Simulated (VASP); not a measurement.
Consider the following.

```xyz
2
Lattice="0.0000 2.9380 2.9380 2.9380 0.0000 2.9380 2.9380 2.9380 0.0000" Properties=species:S:1:pos:R:3 pbc="T T T"
Ca     0.0000     0.0000     0.0000
Se     2.9380     2.9380     2.9380
```

All values below come from PBEsol GGA, VASP's PBE PAW potentials (set 64) (plane waves; VASP). Settings: PREC = Normal, EDIFF = 1E-5, 400 eV cut-off, 9×9×9 Γ-centred mesh, Gaussian smearing of 0.050 eV, potentials Ca_sv Se.

**Question.** Predict the energy per atom (σ→0).

**Answer.** 
The energy per atom (σ→0) comes out as -5.036 eV/atom.

Only differences to runs with the same potentials and settings are physical.

The compound is CaSe in the rock salt structure. It was relaxed first.
